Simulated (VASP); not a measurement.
**As (relaxed from the hcp structure, space group P6_3/mmc): computed properties**

These are PBEsol GGA, VASP's PBE PAW potentials (set 64) (plane waves; VASP) values and carry that method's errors.

```
Quantity                                                                               Result
----------------------------------  ---------------------------------------------------------
space group                                                                    P6_3/mmc (194)
cell                                a = b = 3.090 Å, c = 4.478 Å, α = β = 90.00°, γ = 120.00°
volume per atom                                                                 18.52 Å³/atom
band gap (over mesh and band path)                   none (metal, semimetal or under 0.01 eV)
band gap with spin-orbit coupling                                             none (metallic)
density                                                                            6.72 g/cm³
```

Space group P6₃/mmc (No. 194); a = 3.090 Å, b = 3.090 Å, c = 4.478 Å, α = 90.00°, β = 90.00°, γ = 120.00°

| atom | site | symmetry | x | y | z |
|---|---|---|---|---|---|
| As | 2c | -6m2 | 0.3333 | 0.6667 | 0.2500 |

The structure was generated: As was put into the hcp type (P6_3/mmc), which need not be its known phase. It was relaxed first. Symmetry was kept, so distortions that lower it aren't found.
